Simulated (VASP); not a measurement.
Data:

```
CELL_PARAMETERS angstrom
      0.00000     2.27315     2.27315
      2.27315     0.00000     2.27315
      2.27315     2.27315     0.00000
ATOMIC_POSITIONS crystal
  B  0.00000 0.00000 0.00000
  P  0.25000 0.25000 0.25000
```

The numbers are results of modified Becke-Johnson potential (mBJ), VASP's PBE PAW potentials (set 64) (plane waves; VASP 6.6.1), not measurements. Numerical set-up: 520 eV cut-off, 8×8×8 Γ-centred mesh, Gaussian smearing of 0.050 eV, potentials B P.

mBJ is a potential without an energy functional, so only the levels count.

Question: Give the energies of bands 2 to 7 at the high-symmetry points, in eV from the valence-band maximum.

Answer: 
```csv
band,Γ,X,U,L,W
2,0.00,-8.54,-8.14,-8.79,-8.09
3,0.00,-3.94,-5.86,-1.68,-5.33
4,0.00,-3.94,-3.34,-1.68,-5.14
5,4.26,2.20,3.02,4.55,6.17
6,4.26,2.52,6.82,5.61,7.43
7,4.26,13.61,10.94,5.61,8.21
```

The gap is indirect, 2.09 eV, from the valence maximum at Γ to the conduction minimum at Γ-X at 0.80.

The compound is BP in the zinc blende structure. It was relaxed first. The cell's shape comes from a PBE relaxation.
